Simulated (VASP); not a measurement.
```yaml
crystal:
  lattice:
    - [0.00000, 2.11762, 2.11762]
    - [2.11762, 0.00000, 2.11762]
    - [2.11762, 2.11762, 0.00000]
  atoms:
    - { symbol: Be, position: [0.25000, 0.25000, 0.25000] }
    - { symbol: Be, position: [0.75000, 0.75000, 0.75000] }
    - { symbol: C, position: [0.00000, 0.00000, 0.00000] }
```

All values below come from PBE GGA, VASP's PBE PAW potentials (set 64) (plane waves; VASP). Run with 600 eV cut-off, 8×8×8 Γ-centred mesh, Gaussian smearing of 0.050 eV, potentials Be C.

Problem. Estimate the energy per atom (σ→0), pressure, band gap (on the k-mesh) with the smallest direct gap where there is one.

Solution. 
```
Property                                      Value
-----------------------------------  --------------
band gap (on the k-mesh)                    1.18 eV
smallest direct gap (on the k-mesh)         4.25 eV
energy per atom (σ→0)                -5.799 eV/atom
pressure                                  15.07 GPa
```

Only differences to runs with the same potentials and settings are physical.

The compound is Be2C in the antifluorite structure. It was relaxed first under an external pressure of 15 GPa.
